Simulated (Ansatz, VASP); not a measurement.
# Cross-check of ZrH3 between VASP and Ansatz

One calculation is typed for both programs; each brings its own data sets. How far apart do they land? The cell is taken from a series of runs on this material, whose earlier steps may have relaxed, scaled, displaced or heated it; both programs get it as it stands.

Main program and level: Ansatz 0.2.0; plane waves, with VASP 6.6.1 beside it; zone-centre phonons at PBEsol with D3(BJ).

## 1. The starting structure

It takes space group Pm-3m (No. 221, cubic). The conventional cell has a = 3.057 Å, b = 3.057 Å, c = 3.057 Å, α = 90.00°, β = 90.00°, γ = 90.00°. Nearest to Zr lie 12 H at 2.16 Å. H has 4 Zr at 2.16 Å and 8 H at 2.16 Å nearest. Farther neighbours are not listed.

## 2. Ansatz: zone-centre phonons, PBEsol with D3(BJ)

Ansatz runs on its default PAW (the set named soft_2) files.

Second derivatives magnify differences that forces hide, and they need a tight electronic threshold.

input.yaml

```yaml
crystal:
  lattice:
    - [3.057172147, 0.0, 0.0]
    - [0.0, 3.057172147, 0.0]
    - [0.0, 0.0, 3.057172147]
  atoms:
    - { symbol: Zr, position: [0.0, 0.0, 0.0] }
    - { symbol: H, position: [0.0, 0.5, 0.5] }
    - { symbol: H, position: [0.5, 0.0, 0.5] }
    - { symbol: H, position: [0.5, 0.5, 0.0] }
kpoints:
  mp_grid: { grid: [12, 12, 12] }
hamiltonian:
  xc: pbesol
  dispersion: d3bj
scf:
  occupations: { method: methfessel_paxton, width: 0.15 }
output:
  eigenvalues: true
phonons:
  method: dfpt
```

On the command line:

```
$ ansatz run input.yaml --threads 4 --pin off --max-ram 7168MiB --backend cpu --events-out ev --progress --plain --runs-dir out
```

Numbers of over 12 decimals in the logs are rounded to 6 here.

Output:

```text
zone centre: on kpoints.mp_grid the ground state, and the responses unless they are solved on pairs of k-points, stand on 343 of the mesh's 1728 k-points, reduced under 8 symmetry operations, with k and −k counted as one. Each operation leaves every solved displacement unchanged or reverses it
Engine: ansatz 0.2.0, aarch64-unknown-linux-gnu
Pseudopotentials: kind: paw
Pseudopotential: Zr, paw, valence charge 12, recommended cutoff 420 eV (normal), Zr.paw.azcp
Pseudopotential: H, paw, valence charge 1, recommended cutoff 420 eV (normal), H.paw.azcp
Functional definition: PBEsol
  exchange = pbesol_x
  correlation = pbesol_c
Crystal: 4 atoms, lattice volume = 28.573 Å³
Basis set: ecut = 420 eV, 587 PW (Γ), exchange–correlation on 48×48×48 points (8 copies of the dense FFT grid, shifted against one another)
Bands: 12, of which v1, the nominal top of the filled ones, is band 8 counted from 1 (7 counted from 0)
Symmetry: 48 space group operations
k-points: 343 of 1728 (irreducible under 8 space group operations)
Non-local potential: Zr, projectors of the file, l = 0: 3, l = 1: 2, l = 2: 2, l = 3: 2
Non-local potential: H, projectors of the file, l = 0: 2, l = 1: 1
PAW form: soft (Blöchl's): semilocal exchange-correlation on the pseudo side does not see the compensation charge
PAW frozen core: Zr, regenerated for the run's functional, and the local potential with it (the file was generated under x = pbe(κ = 0.804, μ = 0.219515), c = pbe(β = 0.066725))
PAW one-centre angular grid: Zr, 590 points (default); XC on 64 Gauss nodes
PAW one-centre angular grid: H, 110 points (default); XC on 64 Gauss nodes
Initial density: superposition of atomic densities (neutral atoms: chi_scale 0, normalization atom), corrected by the library's trained network
Initial wavefunctions: pseudopotential atomic-orbital guess
Functional: x = pbesol(κ = 0.804, μ = 0.123457), c = pbesol(β = 0.046)
SCF iter   1: F=—  HF=-4177.796592 eV  |F-HF|=—  |Δ(HF+E_count)|=         —  Δρ=9.61e-3  dr2=1.40e-2  ethr=1.77e-3  ⟨swp⟩=5.0  Hψ=20411  notcnv=0
preconditioner: auto → none  [metal: Δε(μ)=0.053 eV  Ē_g=8.338 eV  σ=0.150 eV  W_gap=0.29  n_scr=6 (ndim 8)  ℏωp=18.4 eV  f_vac=0.000  D(μ)=1.29/eV (n_scr^D=6)  sad-step TF]
SCF iter   2: F=—  HF=-4177.793602 eV  |F-HF|=—  |Δ(HF+E_count)|=   2.99e-3  S|Δr|=    0.00e0  Δρ=5.23e-3  dr2=4.21e-3  ethr=9.35e-5  ⟨swp⟩=1.0  Hψ=6860  notcnv=0
SCF iter   3: F=—  HF=-4177.792568 eV  |F-HF|=—  |Δ(HF+E_count)|=   1.03e-3  S|Δr|=    0.00e0  Δρ=2.80e-4  dr2=1.54e-5  ethr=2.81e-5  ⟨swp⟩=2.0  Hψ=4972  notcnv=0
SCF iter   4: F=—  HF=-4177.792571 eV  |F-HF|=—  |Δ(HF+E_count)|=   3.07e-6  S|Δr|=    0.00e0  Δρ=8.95e-5  dr2=1.28e-6  ethr=1.03e-7  ⟨swp⟩=2.0  Hψ=5186  notcnv=0
SCF iter   5: F=—  HF=-4177.792572 eV  |F-HF|=—  |Δ(HF+E_count)|=   6.13e-7  S|Δr|=    0.00e0  Δρ=2.26e-5  dr2=1.23e-7  ethr=8.52e-9  ⟨swp⟩=2.0  Hψ=6455  notcnv=0
SCF iter   6: F=—  HF=-4177.792572 eV  |F-HF|=—  |Δ(HF+E_count)|=   3.55e-8  S|Δr|=    0.00e0  Δρ=5.15e-6  dr2=4.95e-9  ethr=8.18e-10  ⟨swp⟩=2.4  Hψ=6334  notcnv=0
SCF iter   7: F=—  HF=-4177.792572 eV  |F-HF|=—  |Δ(HF+E_count)|=   1.28e-9  S|Δr|=    0.00e0  Δρ=3.94e-7  dr2=2.87e-11  ethr=3.30e-11  ⟨swp⟩=2.1  Hψ=6560  notcnv=0
SCF iter   8: F=-4177.792572 eV  HF=-4177.792572 eV  |F-HF|=9.09e-13  |Δ(HF+E_count)|=  5.46e-12  S|Δr|=    0.00e0  Δρ=1.47e-8  dr2=3.86e-14  ethr=1.00e-12  ⟨swp⟩=5.9  Hψ=16117  notcnv=0
SCF 1 converged in 8 iterations: F = -4177.792572 eV  dr2 = 3.86e-14
  greatest PAW one-centre occupation: 0.996 electrons in one spin orbital (limit 2), on the Zr atom at site 0 (counted from 0), in its partial waves of l = 0
DFPT response loops at Γ: preconditioner auto → Kerker (q_TF=auto, 2.450 Å⁻¹) (partly filled bands, converged f_vac=0.000); β = 1.00, the filter's whole step (`scf.mixing.beta` (0.50) is not read by the response loops under this deck's `scf.mixing.preconditioner`; to damp them name `kerker` or `kerker_dos`, under which they read `scf.mixing.beta`, and type it under 1.00, their step now; both keys bind the ground state too); Broyden in place of MSR1
SCF converged after 8 iterations
Stability not checked: this state was not tested for a lower state beside it, because cold or Methfessel-Paxton smearing, or corrected tetrahedra, fill the levels in a way that the test cannot read (fill_not_monotonic; see scf.lower_state_search)
Free energy (F): -4177.792572 eV
Harris-Foulkes:  -4177.792572 eV  (|F-HF|=9.09e-13)
Internal energy: -4177.791382 eV  (E = F + TS)
E sigma→0 (E₀):  -4177.792274 eV
Entropy (-TS):   -0.001190 eV (-0.297 meV/atom)
Fermi energy:    12.686933 eV
--- Per-component energies (eV) ---
  E_band       = -101.715681
  E_kinetic    = 378.055844
  E_local      = -666.696095  (includes V_loc(G=0)·N_el)
  E_nonlocal   = 84.940188
  E_hartree    = 206.779809
  E_xc         = -189.598494
  E_vxc        = -228.432347  (∫ρ·V_xc dr)
  E_paw        = -2901.370258  (= ΣΔE_a)
  E_vpaw       = -83.139585  (= ΣTr[D̂ρ^β])
  E_aug_tail   = -0.003300  (compensation charges beyond the density's cutoff)
  E_ewald      = -1089.260793
  E_disp       = -0.804002  (pairwise vdW)
  E_core_change = 0.165720  (= ΣΔE_core)
  E_smearing   = -0.001190  (= −TS)
  E_closure    = -0.000000  (closes the sum)
  Σ components = -4177.792572   (vs F -4177.792572, Δ=0.00e0)
--- Band table (eV; the first three rows and the last of 343) ---
  k-point 0: bands = [... 4 lower, 2.1923, 8.3377, 8.3377, 16.7805, 16.7805, 16.7805, 19.1008, 19.1008]
  k-point 1: bands = [... 4 lower, 2.3390, 8.3769, 8.4360, 16.4200, 16.4200, 16.7998, 18.6412, 18.6590]
  k-point 2: bands = [... 4 lower, 2.7578, 8.4213, 8.7281, 15.6515, 15.6515, 16.8533, 17.5174, 17.9400]
  k-point 342: bands = [... 4 lower, 6.5437, 6.5437, 6.5437, 16.1014, 18.8179, 18.8179, 19.3178, 19.3178]
--- Phonons (Γ-DFPT): 3 representative perturbations + reference, on 343 of 1728 k-points (Σ response iterations 10) ---
  k mesh reduced under 8 symmetry operations, with k and −k counted as one. Each operation leaves every solved displacement unchanged or reverses it
  ASR residual: 1.536e-5 → 0.000e0 eV/Å²; symmetrization residual: 1.526e-7 eV/Å²
  pairwise dispersion correction: d3bj (s6 = 1.0, s8 = 2.9491, a1 = 0.4466, a2_bohr = 6.1742), with the weights of each atom's references fixed at the reference crystal's, and the forces and stress that the weights' published response gives there kept as a pressure on the atom's counted neighbours (hamiltonian.dispersion)
  ASR residual per site (eV/Å²): 1.54e-5 3.39e-6 3.39e-6 3.39e-6
  Γ frequencies (cm⁻¹): 0.00 0.00 0.00 768.50 768.50 768.50 1004.94 1004.94 1004.94 1024.11 1024.11 1024.11
  non-analytic LO–TO correction: not included (Born effective charges unavailable; polar crystals: no LO–TO splitting at Γ)
```

(Part 1 of 2 ends here.)

[Lines on the potential files, build, host, timing and source positions are cut from VASP's logs without a mark.]

[Logs are printed without paths, hosts, clocks, repeated set-up lines and the standing remarks that a program may print on its own settings, such as how far it seeks lower states.]

[Hosts, paths, dates, database ids (printed as entryN), source tags and the programs' standing remarks are cut or masked in the printed files.]
